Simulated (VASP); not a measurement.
A run of VASP 6.6.1:

File INCAR:

```
SYSTEM = RbYMg6
PREC = Accurate
ENCUT = 520
EDIFF = 1E-7
ISMEAR = -1
SIGMA = 0.05
LREAL = .False.
LASPH = .True.
NELM = 80
ALGO = Normal
ISIF = 2
LWAVE = .False.
LCHARG = .True.
GGA = PE
LELF = .True.
LVHAR = .True.
NBANDS = 26
```

KPOINTS

```
Automatic mesh
0
Gamma
  5 5 5
  0 0 0
```

Contents of POSCAR:

```
RbYMg6
1.0
    5.4724020000      0.0000000000      0.0000000000
    0.0000000000      3.5283340000      5.8827210000
    0.0000000000     -3.5283340000      5.8827210000
Y Rb Mg
1 1 6
Direct
    0.5012060000      0.3426240000      0.3459570000
   -0.0022010000      0.1465370000      0.1521920000
   -0.0023080000      0.6622100000      0.6708480000
    0.0017710000      0.1710680000      0.6499120000
    0.0076370000      0.6435540000      0.1744400000
    0.4930850000      0.8338040000      0.8501550000
    0.4912080000      0.3509470000      0.8209200000
    0.5013540000      0.8303080000      0.3503260000
```

Potentials or basis: VASP PAW PBE potentials, release 64 (Y_sv, Rb_sv, Mg).

Command:

```console
$ cat potpaw_PBE.64/Y_sv/POTCAR potpaw_PBE.64/Rb_sv/POTCAR potpaw_PBE.64/Mg/POTCAR > POTCAR
$ mpirun -np 1 vasp_std > vasp.out
```

Hardware: 1 thread of Intel(R) Xeon(R) Platinum 8259CL CPU @ 2.50GHz (Skylake/Cascade Lake), with other jobs on the host.

Task: Estimate the wall time of this run.

Result: Wall time 10 min on 1 thread of Intel(R) Xeon(R) Platinum 8259CL CPU @ 2.50GHz (Skylake/Cascade Lake) (shared host), peak memory 0.62 GiB. Counts: scf iterations 14, k points 63.
